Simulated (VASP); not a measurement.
Output of a VASP run:

OSZICAR:
```
       N       E                     dE             d eps       ncg     rms          rms(c)
DAV:   1     0.916489920429E+02    0.91649E+02   -0.88087E+03 13440   0.133E+03
DAV:   2    -0.129125030720E+02   -0.10456E+03   -0.93768E+02 13317   0.256E+02
DAV:   3    -0.161367043999E+02   -0.32242E+01   -0.31254E+01 16299   0.543E+01
DAV:   4    -0.161699284308E+02   -0.33224E-01   -0.33246E-01 14839   0.469E+00
DAV:   5    -0.161708157671E+02   -0.88734E-03   -0.88852E-03 17018   0.876E-01    0.170E+01
DAV:   6    -0.172401486782E+02   -0.10693E+01   -0.13521E+01 13900   0.824E+01    0.232E+01
DAV:   7    -0.149207693682E+02    0.23194E+01   -0.93527E+00 16488   0.798E+01    0.889E+00
DAV:   8    -0.148807533592E+02    0.40016E-01   -0.45899E-01 15369   0.106E+01    0.425E+00
DAV:   9    -0.148028331369E+02    0.77920E-01   -0.13534E-01 19004   0.783E+00    0.176E+00
DAV:  10    -0.147936224934E+02    0.92106E-02   -0.32593E-02 19970   0.345E+00    0.669E-01
DAV:  11    -0.147930772197E+02    0.54527E-03   -0.21229E-03 17868   0.765E-01    0.263E-01
DAV:  12    -0.147928450507E+02    0.23217E-03   -0.29239E-04 18444   0.267E-01    0.675E-02
DAV:  13    -0.147928677972E+02   -0.22746E-04   -0.41256E-05 17179   0.129E-01    0.378E-02
DAV:  14    -0.147928691721E+02   -0.13749E-05   -0.51781E-06 18515   0.509E-02    0.126E-02
DAV:  15    -0.147928707133E+02   -0.15413E-05   -0.21137E-06 17413   0.347E-02    0.328E-03
DAV:  16    -0.147928705926E+02    0.12073E-06   -0.22198E-07  9687   0.765E-03    0.177E-03
DAV:  17    -0.147928702572E+02    0.33545E-06   -0.57304E-08  7341   0.279E-03    0.122E-03
DAV:  18    -0.147928704170E+02   -0.15984E-06   -0.13916E-08  6907   0.278E-03    0.282E-04
DAV:  19    -0.147928704267E+02   -0.97036E-08   -0.29762E-09  6788   0.667E-04
   1 F= -.15867490E+02 E0= -.15867490E+02  d E =0.000000E+00  mag=     3.2234
```

File OUTCAR:
```
------------------------ aborting loop because EDIFF is reached ----------------------------------------
  Edisp (eV):   -1.07462
  FORCE on cell =-STRESS in cart. coord.  units (eV):
  Direction    XX          YY          ZZ          XY          YZ          ZX
  --------------------------------------------------------------------------------------
  Total      -0.05337    -0.05337    -0.02582     0.00000    -0.00000     0.00000
  in kB      -3.13705    -3.13705    -1.51789     0.00000    -0.00000     0.00000
  external pressure =       -2.60 kB  Pullay stress =        0.00 kB
  volume of cell :       27.26
      direct lattice vectors                 reciprocal lattice vectors
     2.704218617  0.000000000  0.000000000     0.369792588  0.000000000  0.000000000
     0.000000000  2.704218617  0.000000000     0.000000000  0.369792588  0.000000000
     0.000000000  0.000000000  3.727298443     0.000000000  0.000000000  0.268290832
 POSITION                                       TOTAL-FORCE (eV/Angst)
 -----------------------------------------------------------------------------------
      0.00000      0.00000      0.00000         0.000000      0.000000      0.000000
      1.35211      1.35211      1.86365         0.000000      0.000000      0.000000
 -----------------------------------------------------------------------------------
    total drift:                               -0.000000      0.000000      0.000000
  FREE ENERGIE OF THE ION-ELECTRON SYSTEM (eV)
  ---------------------------------------------------
  free  energy   TOTEN  =       -15.8674904589 eV

  energy  without entropy=      -15.8674904589  energy(sigma->0) =      -15.86749046

 total charge

# of ion       s       p       d       tot
------------------------------------------
    1        0.413   0.460   6.138   7.011
    2        0.722   0.681   8.064   9.467
--------------------------------------------------
tot          1.134   1.141  14.203  16.478

 magnetization (x)

# of ion       s       p       d       tot
------------------------------------------
    1        0.003  -0.009   2.889   2.884
    2       -0.026  -0.071   0.413   0.316
--------------------------------------------------
tot         -0.023  -0.080   3.303   3.201
```
(Selected blocks of OUTCAR.)

POSCAR:
```
FePt
1
    2.7042186174    -0.0000000000     0.0000000000
   -0.0000000000     2.7042186174     0.0000000000
   -0.0000000000    -0.0000000000     3.7272984433
Fe Pt
1 1
Direct
  1.0000000000   0.0000000000   0.0000000000
  0.5000000000   0.5000000000   0.5000000000
```

Write an INCAR and KPOINTS that could have produced this output.

This is not unique; one that fits is the input of the run itself, PBE GGA with D4 dispersion, plane waves, VASP's PBE PAW potentials (set 64).

### INCAR
```
! general
SYSTEM  = FePt
PREC    = Accurate
ENCUT   = 520
LREAL   = F
LASPH   = T

! electronic loop
EDIFF   = 1E-7
NELM    = 100
ALGO    = Normal
LMAXMIX = 6

! smearing
ISMEAR  = -5

! functional
GGA     = PE
IVDW    = 13

! spin
ISPIN   = 2
MAGMOM  = 2.9 0.3

! ions
ISIF    = 2

! output
LWAVE   = F
LCHARG  = T
LORBIT  = 11
NEDOS   = 601
```

### KPOINTS
```
K-points
0
Gamma
15 15 11
0 0 0
```

POTCAR, in this order: Fe Pt (PBE.64 set). Program: vasp_std.

For a metal the tetrahedron method with Blöchl corrections gives inexact stress and forces.

The compound is FePt in the L1_0 structure. It was relaxed first.
